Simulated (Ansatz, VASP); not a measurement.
Zr3CdC: VASP beside Ansatz

The input INCAR:

```
ALGO = Normal
EDIFF = 1E-6
ENCUT = 520
GGA = PE
ISIF = 2
ISMEAR = 0
LASPH = T
LCHARG = F
LREAL = F
LWAVE = F
NBANDS = 34
NELM = 100
PREC = Accurate
SIGMA = 0.1
```

The input KPOINTS:

```
k-points
0
Gamma
  8 8 8
```

File POSCAR:

```
Zr3CdC
1.0
    4.5721039113      0.0000000000      0.0000000000
    0.0000000000      4.5721039113      0.0000000000
    0.0000000000      0.0000000000      4.5721039113
Zr Cd C
3 1 1
Direct
    0.0000000000      0.5000000000      0.5000000000
    0.5000000000      0.0000000000      0.5000000000
    0.5000000000      0.5000000000      0.0000000000
    0.0000000000      0.0000000000      0.0000000000
    0.5000000000      0.5000000000      0.5000000000
```

Input for Ansatz:

```yaml
crystal:
  lattice:
    - [4.5721039113, 0.0, 0.0]
    - [0.0, 4.5721039113, 0.0]
    - [0.0, 0.0, 4.5721039113]
  atoms:
    - { symbol: Zr, position: [0.0, 0.5, 0.5] }
    - { symbol: Zr, position: [0.5, 0.0, 0.5] }
    - { symbol: Zr, position: [0.5, 0.5, 0.0] }
    - { symbol: Cd, position: [0.0, 0.0, 0.0] }
    - { symbol: C, position: [0.5, 0.5, 0.5] }
basis:
  ecutwfc: 420
kpoints:
  mp_grid: { grid: [8, 8, 8] }
  band_path:
    path:
      - [[0.0, 0.0, 0.0], [0.0, 0.5, 0.0], [0.5, 0.5, 0.0], [0.0, 0.0, 0.0], [0.5, 0.5, 0.5], [0.0, 0.5, 0.0]]
      - [[0.5, 0.5, 0.5], [0.5, 0.5, 0.0]]
    npoints: 14
hamiltonian:
  xc: pbe
scf:
  occupations: { method: gaussian, width: 0.1 }
  n_extra_bands: 12
output:
  forces: true
  stress: true
  eigenvalues: true
  populations: true
  dos: { projected: true, de: 0.02, nscf_kmesh: { grid: [10, 10, 10] } }
  bader: true
  write_density: true
  write_potential: true
  elf: true
  volumetric_format: npy
```

The cell was built by a generator and needn't be a form met in nature.

Alike in both runs: task single point; functional PBE; k mesh 8 × 8 × 8; occupations gaussian, width 0.1 eV; no spin polarisation.

|  | VASP | Ansatz |
| --- | --- | --- |
| version | VASP 6.6.1 | Ansatz 0.2.0 |
| potentials or method | VASP PAW PBE potentials, release 64 (Zr_sv, Cd, C) | scalar-relativistic, plane waves, PAW |
| plane-wave cutoff (eV) | 520 | 420 |
| valence electrons in the cell | 52 | 60 |

Ansatz gave:

| Property | Result |
| --- | --- |
| gap on the k mesh at the Fermi level (eV) | none |
| pressure (GPa) | 0.0 |

Question: Estimate VASP's values.

Answer: gap on the k mesh at the Fermi level (eV): none; pressure (GPa): 0.2.

A gap of «none» marks a metal or a gap that the smearing closes. The functional is the same, so the differences come from potentials, cutoffs and numerics. The two sets of potentials don't hold the same shells in valence.
